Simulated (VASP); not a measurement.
Level of theory: HSE06 screened hybrid, VASP's PBE PAW potentials (set 64) (plane waves; VASP).

A VASP calculation is set up with these files.

INCAR:
```
SYSTEM  =  AlGa35N36
PREC  =  Normal; ENCUT  =  400; LREAL  =  Auto
LASPH  =  .TRUE.; ISYM  =  0
EDIFF  =  1E-5; NELM  =  50; NELMIN  =  4
ALGO  =  Normal; LMAXMIX  =  4
ISMEAR  =  0; SIGMA  =  0.05
GGA  =  PE; LHFCALC  =  .TRUE.; AEXX  =  0.25
HFSCREEN  =  0.2; PRECFOCK  =  Fast
ISIF  =  0
LWAVE  =  .FALSE.; LCHARG  =  .FALSE.
```

POSCAR:
```
AlGa35N36
9.7366360
  0.4999999890  -0.8660253723   0.0000000000
  0.4999999890   0.8660253723   0.0000000000
  0.0000000000   0.0000000000   1.0841818448
Ga N Al
35 36 1
Cartesian
  0.1666425436  -0.0961798038   0.2711009210
  0.1668991959   0.0962578809   1.0838159261
  0.1662720445  -0.0963955459   0.8128624309
  0.1673510104   0.0962329906   0.5418198392
  0.3336605412   0.1924143011   0.2723896625
  0.3333506768   0.3846306595   1.0837715752
  0.3340574551   0.1917617469   0.8118985828
  0.3333106464   0.3839326365   0.5421342399
  0.4998989604   0.4809805541   0.2712541855
  0.4998955668   0.6735603429   1.0839357634
  0.4998083821   0.4810080175   0.8129543031
  0.4995947540   0.6734717163   0.5418797161
  0.3334248021  -0.3849543397   0.2712180484
  0.3335839696  -0.1922330643   0.0000363018
  0.3329877239  -0.3849940290   0.8131171445
  0.3333933970  -0.1918661014   0.5420000767
  0.4998567407  -0.0952422976   0.2725719132
  0.4998651626   0.0961927883   0.0000779718
  0.4994723761  -0.0950046905   0.8117459157
  0.6661049926   0.1920789120   0.2724900456
  0.6665670367   0.3846031144   0.0000543870
  0.6650582105   0.1917457373   0.8119362750
  0.6657267435   0.3835883686   0.5420872952
  0.4999008391  -0.6735361509   0.2710933669
  0.4999890387  -0.4810723266   1.0838433387
  0.4998610201  -0.6736555496   0.8130071016
  0.4997201426  -0.4811584357   0.5420269423
  0.6665223527  -0.3846358688   0.2712560941
  0.6662886962  -0.1921528122   0.0000576932
  0.6665844766  -0.3848371017   0.8130927627
  0.6654196474  -0.1913172442   0.5421279771
  0.8333765200  -0.0961617476   0.2713453752
  0.8328947371   0.0963295330   1.0838718641
  0.8327571164  -0.0961009149   0.8130651270
  0.8316987477   0.0962322705   0.5421562241
  0.1662704102  -0.0963530994   0.4752478769
  0.1670709283   0.0965337040   0.2046175882
  0.1666606617  -0.0963118010   1.0173161751
  0.1665042636   0.0961287837   0.7462370781
  0.3382000489   0.1894610167   0.4779169467
  0.3331653141   0.3846465884   0.2045811514
  0.3335841050   0.1922396173   1.0163728284
  0.3330951049   0.3847024750   0.7464500722
  0.4995804593   0.4809063322   0.4753624407
  0.4999965735   0.6734813172   0.2042158881
  0.5000376040   0.4810511738   1.0173956401
  0.4994609577   0.6735742867   0.7462723353
  0.3327213842  -0.3851637788   0.4755348580
  0.3338449796  -0.1921007673   0.2048224853
  0.3331502479  -0.3848346920   1.0175577604
  0.3329857949  -0.1925586492   0.7462624863
  0.4992842675  -0.0900524735   0.4780760590
  0.4997889528   0.0964863020   0.2040479511
  0.4998834028  -0.0958151310   1.0162884637
  0.4995570595   0.0961259390   0.7383215344
  0.6606767163   0.1890284650   0.4779931283
  0.6666592934   0.3843620464   0.2048662212
  0.6661685705   0.1922747713   1.0163619388
  0.6663687864   0.3846659930   0.7463570626
  0.4994829008  -0.6738268100   0.4755185057
  0.5000910771  -0.4810626179   0.2041541623
  0.4999295474  -0.6736936425   1.0174120586
  0.4998317956  -0.4811450151   0.7463987027
  0.6664251636  -0.3845877602   0.4756130892
  0.6660962575  -0.1918723218   0.2048878427
  0.6667126321  -0.3846887097   1.0174926270
  0.6660949525  -0.1923249175   0.7464060031
  0.8328530983  -0.0962428531   0.4754719563
  0.8328431209   0.0964070465   0.2045952078
  0.8331384647  -0.0962127784   1.0174508191
  0.8328745173   0.0963990504   0.7464874544
  0.4993340246   0.0961400893   0.5411454638
```

**KPOINTS**
```
K-points
0
G
 1 1 1
0 0 0
```

POTCAR, in this order: Ga N Al (PBE.64 set). Program: vasp_gam. Read from the step before: WAVECAR.

The run wrote:

File OUTCAR:
```
 ion  position               nearest neighbor table
   1  0.222  0.111  0.250-  45 1.98  49 1.98  37 1.98  36 1.99   4 3.23  16 3.23  12 3.24  14 3.24
                            10 3.24   2 3.24  17 3.24  32 3.24  24 3.25   5 3.25  13 3.25   9 3.25
   2  0.111  0.222  1.000-  38 1.98  62 1.98  42 1.98  37 2.00  26 3.24   3 3.24   1 3.24  24 3.24
                             6 3.24  18 3.24   7 3.24  14 3.24  25 3.25  10 3.25   5 3.25  33 3.25
   3  0.222  0.111  0.750-  51 1.98  47 1.98  39 1.98  38 1.99  10 3.24  16 3.24  12 3.24   2 3.24
                             4 3.24  14 3.24  11 3.24  19 3.24  26 3.25  15 3.25   7 3.25  34 3.25
   4  0.112  0.223  0.500-  36 1.98  60 1.99  39 1.99  40 1.99   5 3.22   7 3.23  72 3.23   1 3.23
                             8 3.23   3 3.24  16 3.24  24 3.24  26 3.24  27 3.25  12 3.25  35 3.27
   5  0.223  0.445  0.251-  53 1.98  37 1.98  41 1.98  40 2.00  72 3.21   8 3.22   4 3.22  17 3.23
                            20 3.24   9 3.24  18 3.24   1 3.25   6 3.25  24 3.25  28 3.25   2 3.25
   6  0.111  0.555  1.000-  46 1.98  66 1.98  42 1.98  41 2.00  11 3.23  30 3.24   9 3.24   2 3.24
                            18 3.24  28 3.24  21 3.24   7 3.25  25 3.25  10 3.25   5 3.25  29 3.25
   7  0.223  0.445  0.749-  43 1.98  39 1.98  42 1.99  55 1.99  22 3.22  19 3.22   8 3.22  72 3.23
                             4 3.23  18 3.24   2 3.24   6 3.25  11 3.25   3 3.25  26 3.25  30 3.26
   8  0.112  0.555  0.500-  44 1.98  43 1.99  64 1.99  40 1.99   5 3.22   7 3.22   4 3.23  72 3.23
                            11 3.24  23 3.24   9 3.24  30 3.24  28 3.24  27 3.25  12 3.25  31 3.27
   9  0.222  0.778  0.250-  41 1.98  45 1.98  57 1.98  44 1.99  12 3.23  23 3.23   8 3.24  21 3.24
                            10 3.24   6 3.24   5 3.24  20 3.25  28 3.25  32 3.25  13 3.25   1 3.25
  10  0.111  0.889  1.000-  46 1.98  70 1.98  38 1.98  45 1.99   3 3.24  11 3.24  34 3.24   1 3.24
                            32 3.24   9 3.24   6 3.25   2 3.25  21 3.25  33 3.25  29 3.25  14 3.25
  11  0.222  0.778  0.750-  59 1.98  43 1.98  47 1.98  46 1.99   6 3.23  23 3.23   8 3.24  10 3.24
                            12 3.24  21 3.24  22 3.24  15 3.24   3 3.24  30 3.24   7 3.25  34 3.25
  12  0.111  0.888  0.500-  36 1.98  68 1.98  44 1.98  47 1.99  32 3.23   9 3.23   3 3.24   1 3.24
                            11 3.24  34 3.24  16 3.25   8 3.25   4 3.25  35 3.25  23 3.25  31 3.25
  13  0.556  0.111  0.250-  61 1.98  57 1.99  49 1.99  48 1.99  27 3.23  16 3.24  21 3.24  14 3.24
                            25 3.24  28 3.24  24 3.24  23 3.24   1 3.25   9 3.25  20 3.25  17 3.25
  14  0.445  0.223  0.000-  50 1.98  38 1.98  54 1.99  49 1.99   1 3.24  15 3.24  13 3.24  29 3.24
                             3 3.24  18 3.24   2 3.24  25 3.25  19 3.25  17 3.25  10 3.25  21 3.25
  15  0.555  0.111  0.750-  51 1.98  59 1.98  63 1.98  50 1.99  25 3.24  21 3.24  27 3.24  14 3.24
                            16 3.24  23 3.24  11 3.24   3 3.25  26 3.25  30 3.25  19 3.26  22 3.26
  16  0.444  0.223  0.500-  36 1.98  51 1.99  48 1.99  52 1.99  17 3.22  19 3.23  31 3.23   1 3.23
                             3 3.24  72 3.24   4 3.24  13 3.24  15 3.24  27 3.25  12 3.25  23 3.27
  17  0.555  0.445  0.251-  53 1.98  49 1.98  65 1.98  52 2.00  72 3.21  31 3.22  16 3.22  20 3.23
                             5 3.23  18 3.24   1 3.24  32 3.25  14 3.25  29 3.25  28 3.25  13 3.25
  18  0.444  0.555  0.000-  42 1.98  54 1.98  58 1.98  53 1.99  22 3.24   7 3.24  19 3.24  14 3.24
                            29 3.24   2 3.24  17 3.24  33 3.24   6 3.24  21 3.24   5 3.24  20 3.24
  19  0.554  0.445  0.749-  67 1.98  51 1.98  54 1.99  55 1.99  31 3.22   7 3.22  22 3.22  16 3.23
                            72 3.23  18 3.24   3 3.24  34 3.25  14 3.25  29 3.25  15 3.26  30 3.26
  20  0.555  0.777  0.251-  53 1.98  57 1.98  69 1.99  56 2.00  72 3.22  35 3.22  23 3.22  17 3.23
                             5 3.24  18 3.24  32 3.24   9 3.25  21 3.25  33 3.25  24 3.25  13 3.25
  21  0.445  0.889  0.000-  46 1.98  50 1.98  58 1.99  57 1.99  15 3.24   9 3.24  13 3.24  11 3.24
                            33 3.24  18 3.24   6 3.24  25 3.25  10 3.25  20 3.25  22 3.25  14 3.25
  22  0.554  0.776  0.749-  59 1.98  71 1.98  58 1.99  55 1.99   7 3.22  23 3.22  19 3.22  35 3.22
                            72 3.23  18 3.24  34 3.24  11 3.24  33 3.25  21 3.25  15 3.26  26 3.26
  23  0.444  0.887  0.500-  44 1.98  59 1.99  48 1.99  56 2.00  20 3.22  22 3.22  35 3.23  72 3.23
                             9 3.23  11 3.23   8 3.24  15 3.24  13 3.24  27 3.25  12 3.25  16 3.27
  24  0.889  0.111  0.250-  61 1.98  69 1.98  37 1.99  60 1.99  27 3.24   4 3.24  25 3.24  33 3.24
                             2 3.24  13 3.24  35 3.24  32 3.24   1 3.25  28 3.25   5 3.25  20 3.25
  25  0.778  0.222  1.000-  66 1.98  50 1.98  62 1.98  61 1.99  30 3.23  15 3.24  26 3.24  24 3.24
                            13 3.24  28 3.24  14 3.25   6 3.25  29 3.25  21 3.25   2 3.25  33 3.25
  26  0.889  0.111  0.750-  39 1.98  63 1.98  71 1.98  62 1.99  25 3.24  33 3.24   2 3.24  27 3.24
                             4 3.24  35 3.24   3 3.25  34 3.25  15 3.25  30 3.25   7 3.25  22 3.26
  27  0.778  0.222  0.500-  48 1.98  64 1.98  60 1.98  63 1.99  13 3.23  24 3.24  28 3.24  26 3.24
                            15 3.24  30 3.24   8 3.25  16 3.25   4 3.25  31 3.25  35 3.25  23 3.25
  28  0.889  0.444  0.250-  61 1.98  65 1.99  41 1.99  64 1.99  27 3.24  29 3.24   8 3.24  31 3.24
                            25 3.24  13 3.24   6 3.24  32 3.24   9 3.25  24 3.25   5 3.25  17 3.25
  29  0.777  0.555  0.000-  70 1.98  66 1.98  54 1.99  65 1.99  34 3.24  28 3.24  30 3.24  14 3.24
                            32 3.24  18 3.24  33 3.24  25 3.25  10 3.25  17 3.25  19 3.25   6 3.25
  30  0.889  0.444  0.750-  43 1.98  67 1.98  63 1.98  66 1.99  25 3.23   6 3.24  27 3.24  29 3.24
                             8 3.24  31 3.24  34 3.24  11 3.24  26 3.25  15 3.25   7 3.26  19 3.26
  31  0.776  0.555  0.500-  68 1.98  67 1.99  64 1.99  52 1.99  17 3.22  19 3.22  72 3.23  16 3.23
                            35 3.23  34 3.24  32 3.24  28 3.24  30 3.24  27 3.25  12 3.25   8 3.27
  32  0.889  0.778  0.250-  69 1.98  45 1.98  65 1.98  68 1.99  12 3.23  35 3.23  31 3.24  29 3.24
                            10 3.24  33 3.24  24 3.24  28 3.24  20 3.24   1 3.24   9 3.25  17 3.25
  33  0.777  0.889  1.000-  70 1.98  62 1.98  58 1.98  69 2.00  34 3.23  26 3.24  21 3.24  24 3.24
                            32 3.24  18 3.24  29 3.24  22 3.25  25 3.25  10 3.25  20 3.25   2 3.25
  34  0.888  0.777  0.750-  67 1.98  71 1.98  47 1.98  70 1.99  33 3.23  35 3.23  29 3.24  31 3.24
                            10 3.24  12 3.24  22 3.24  30 3.24  19 3.25  26 3.25   3 3.25  11 3.25
  35  0.776  0.887  0.500-  68 1.98  71 1.99  60 1.99  56 1.99  20 3.22  22 3.22  23 3.23  31 3.23
                            32 3.23  34 3.23  72 3.24  26 3.24  24 3.24  27 3.25  12 3.25   4 3.27
  36  0.222  0.111  0.438-  12 1.98  16 1.98   4 1.98   1 1.99
  37  0.111  0.223  0.189-   5 1.98   1 1.98  24 1.99   2 2.00
  38  0.222  0.111  0.938-  10 1.98   2 1.98  14 1.98   3 1.99
  39  0.111  0.222  0.688-  26 1.98   3 1.98   7 1.98   4 1.99
...
```

File OSZICAR:
```
       N       E                     dE             d eps       ncg     rms          rms(c)
DAV:   1    -0.530320949188E+03   -0.53032E+03   -0.22611E+01   362   0.124E+01    0.110E+01
DAV:   2    -0.530486832781E+03   -0.16588E+00   -0.71278E-01   436   0.146E+00    0.879E+00
DAV:   3    -0.530439813502E+03    0.47019E-01   -0.18747E-02   452   0.344E-01    0.576E+00
DAV:   4    -0.530420118235E+03    0.19695E-01   -0.14651E-02   420   0.216E-01    0.338E+00
DAV:   5    -0.530414293156E+03    0.58251E-02   -0.37876E-03   420   0.113E-01    0.195E+00
DAV:   6    -0.530412177876E+03    0.21153E-02   -0.82356E-04   412   0.669E-02    0.112E+00
DAV:   7    -0.530411463491E+03    0.71439E-03   -0.32487E-04   412   0.451E-02    0.641E-01
DAV:   8    -0.530411234118E+03    0.22937E-03   -0.10071E-04   412   0.250E-02    0.364E-01
DAV:   9    -0.530411162924E+03    0.71194E-04   -0.34038E-05   316   0.137E-02    0.207E-01
DAV:  10    -0.530411143538E+03    0.19386E-04   -0.13446E-05   220   0.880E-03    0.118E-01
DAV:  11    -0.530411140015E+03    0.35227E-05   -0.57752E-06   220   0.475E-03
   1 F= -.53041114E+03 E0= -.53041114E+03  d E =-.152021E-13
```

### OUTCAR
```
------------------------ aborting loop because EDIFF is reached ----------------------------------------
  volume of cell :      866.68
      direct lattice vectors                 reciprocal lattice vectors
     4.868317893 -8.432173817  0.000000000     0.102704879 -0.059296690  0.000000000
     4.868317893  8.432173817  0.000000000     0.102704879  0.059296690  0.000000000
     0.000000000  0.000000000 10.556283981     0.000000000  0.000000000  0.094730305
  FREE ENERGIE OF THE ION-ELECTRON SYSTEM (eV)
  ---------------------------------------------------
  free  energy   TOTEN  =      -530.4111400152 eV

  energy  without entropy=     -530.4111400152  energy(sigma->0) =     -530.41114002

  exchange ACFDT corr.  =         0.00000000  see jH, gK, PRB 81, 115126
```
(Selected blocks of OUTCAR.)

The supercell is sampled at Γ alone, which is coarse: total energies, pressure and levels can be off, energies of defects by several tenths of an eV.

The cell is a supercell with a defect, built from GaN (wurtzite): Al_Ga. The cell's shape comes from a PBE relaxation. The run is not spin-polarised, so no state with unpaired spins was tried.
